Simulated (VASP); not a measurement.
These are r2SCAN+rVV10, VASP's PBE PAW potentials (set 64) (plane waves; VASP) values and carry that method's errors.

VASP ran on this input.

**POSCAR**
```
ZnSe
1
    0.0000000000     2.8504868054     2.8504868054
    2.8504868054     0.0000000000     2.8504868054
    2.8504868054     2.8504868054     0.0000000000
Zn Se
1 1
Direct
  0.0000000000   0.0000000000   0.0000000000
  0.2500000000   0.2500000000   0.2500000000
```

**KPOINTS**
```
Automatic mesh
0
Gamma
8 8 8
0 0 0
```

INCAR:
```
# general
SYSTEM   = ZnSe
PREC     = Accurate
ENCUT    = 520
LREAL    = .FALSE.
LASPH    = .TRUE.

# electronic loop
EDIFF    = 1E-7
NELM     = 100
ALGO     = Normal
LMAXMIX  = 4
LMIXTAU  = .TRUE.

# smearing
ISMEAR   = 0
SIGMA    = 0.05

# functional
METAGGA  = R2SCAN
LUSE_VDW = .TRUE.
BPARAM   = 11.95
CPARAM   = 0.0093

# ions
ISIF     = 2

# output
LWAVE    = .FALSE.
LCHARG   = .FALSE.
```

POTCAR, in this order: Zn Se (PBE.64 set). Program: vasp_std.

**Question.** Estimate the energy per atom (σ→0), pressure, band gap (on the k-mesh).

**Answer.** 
| Property | Result |
|---|---|
| energy per atom (σ→0) | -1175.6 kJ/mol-atom |
| band gap (on the k-mesh) | 1.75 eV |
| pressure | -1.81 GPa |

File OSZICAR:
```
...
DAV:  11    -0.243687588841E+02   -0.15082E-02   -0.17589E-03   874   0.533E-01    0.596E-02
DAV:  12    -0.243682998252E+02    0.45906E-03   -0.31726E-04   759   0.269E-01    0.220E-02
DAV:  13    -0.243687564298E+02   -0.45660E-03   -0.41817E-04   754   0.242E-01    0.943E-03
DAV:  14    -0.243687874790E+02   -0.31049E-04   -0.32516E-05   804   0.612E-02    0.323E-03
DAV:  15    -0.243687912432E+02   -0.37642E-05   -0.31855E-06  1025   0.362E-02    0.212E-03
DAV:  16    -0.243687928703E+02   -0.16271E-05   -0.79223E-07   789   0.105E-02    0.198E-03
DAV:  17    -0.243687929494E+02   -0.79106E-07   -0.34070E-07   784   0.967E-03
   1 F= -.24368793E+02 E0= -.24368793E+02  d E =-.283956E-17
```

The compound is ZnSe in the zinc blende structure. This cell is one point of a volume scan, at 1.03 of the reference volume.
